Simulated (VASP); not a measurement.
Here is the system:

```yaml
crystal:
  lattice:
    - [3.88700, 0.00000, 0.00000]
    - [0.00000, 3.88700, 0.00000]
    - [0.00000, 0.00000, 3.88700]
  atoms:
    - { symbol: Rh, position: [0.00000, 0.50000, 0.50000] }
    - { symbol: Rh, position: [0.50000, 0.00000, 0.50000] }
    - { symbol: Rh, position: [0.50000, 0.50000, 0.00000] }
    - { symbol: Zr, position: [0.00000, 0.00000, 0.00000] }
```

The numbers are results of PBEsol GGA, VASP's PBE PAW potentials (set 64) (plane waves; VASP), not measurements. Settings: 300 eV cut-off, 9×9×9 Γ-centred mesh, Gaussian smearing of 0.14 eV, potentials Rh_pv Zr_sv.

At this cut-off the stress carries a Pulay error, which pulls relaxed volumes low.

Predict the energy per atom (σ→0), pressure, band gap (on the k-mesh) with the smallest direct gap where there is one.

* **band gap (on the k-mesh)**: none (metal, semimetal or under 0.01 eV)
* **energy per atom (σ→0)**: -875.5 kJ/mol-atom
* **pressure**: 2.93 GPa

Only differences to runs with the same potentials and settings are physical.

The structure comes from a measured ZrRh3 entry of the Crystallography Open Database, whose conditions weren't checked. The cell was not relaxed at this level. The electron count is odd and the run is not spin-polarised, which forces a metal.
